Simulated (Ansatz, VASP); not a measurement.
B2O in VASP and in Ansatz

```xyz
6
Lattice="2.8790 0.0000 0.0000 -1.4395 2.4933 0.0000 0.0000 0.0000 7.0520" Properties=species:S:1:pos:R:3 pbc="T T T"
B     0.0000    0.0000    2.6798
B     0.0000    0.0000    4.3722
B     1.4395    0.8311    0.1622
B     0.0000    1.6622    6.8898
O     1.4395    0.8311    2.1579
O     0.0000    1.6622    4.8941
```

Alike in both runs: task single point; functional PBE; k mesh 9 × 9 × 4; occupations gaussian, width 0.1 eV; no spin polarisation.

```csv
,VASP,Ansatz
version,VASP 6.6.1,Ansatz 0.2.0
potentials or method,"VASP PAW PBE potentials, release 64 (B, O)","scalar-relativistic, plane waves, PAW"
plane-wave cutoff (eV),520,420
valence electrons in the cell,24,24
```

|  | VASP | Ansatz | Ansatz less VASP |
| --- | --- | --- | --- |
| gap on the k mesh at the Fermi level (eV) | none | none | - |
| pressure (GPa) | -18.9 | -18.9 | +0.03 |
| largest component of the traceless stress (GPa) | 19.45 | 19.64 | +0.191 |
| rms of the force components (eV/Å) | 0.055 | 0.056 | +0.0010 |

Atom by atom the forces differ by 0.006 eV/Å (rms over components). A gap of «none» marks a metal or a gap that the smearing closes.

Caveats: so large a pressure means that the cell lies far from this level's equilibrium, or that cutoff or potentials fall short (VASP).
